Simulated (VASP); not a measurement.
Input for VASP

**INCAR**
```
ALGO  =  Normal
EDIFF  =  1E-6
ENCUT  =  300
GGA  =  PE
ISIF  =  2
ISMEAR  =  0
LASPH  =  .TRUE.
LCHARG  =  .FALSE.
LREAL  =  .FALSE.
LWAVE  =  .FALSE.
NELM  =  100
PREC  =  Accurate
SIGMA  =  0.1
SYSTEM  =  K
```

**POSCAR**
```
K
1.0
 -2.6705840000   2.6705840000   2.6705840000
  2.6705840000  -2.6705840000   2.6705840000
  2.6705840000   2.6705840000  -2.6705840000
K
1
Cart
  0.0000000000   0.0000000000   0.0000000000
```

### KPOINTS
```
kpoints
0
gamma
 12 12 12
0 0 0
```

POTCAR, in this order: K_sv (PBE.64 set). Program: vasp_std.

Translate this PBE calculation to Ansatz.

One equivalent input (not run):
Ansatz 0.2 input:
```yaml
crystal:
  lattice:
    - [-2.6705840, 2.6705840, 2.6705840]
    - [2.6705840, -2.6705840, 2.6705840]
    - [2.6705840, 2.6705840, -2.6705840]
  atoms:
    - { symbol: K, position: [0.0000000, 0.0000000, 0.0000000] }
kpoints:
  mp_grid: { grid: [12, 12, 12] }
hamiltonian:
  xc: pbe
  pseudopotentials: { kind: paw }
scf:
  occupations: { method: gaussian, width: 0.1 }
  max_iter: 100
output: { forces: true, stress: true, eigenvalues: true }
```
What does not carry over: each code has its own PAW files, so the cut-off isn't converted (ENCUT is set for VASP's; basis.ecutwfc is left out, and Ansatz then takes the one that its files recommend); Ansatz stops its SCF on the density residual and VASP on the energy change (EDIFF).

The structure comes from a computed database's K entry; how it stands against other phases isn't given here. The cell was not relaxed at this level.
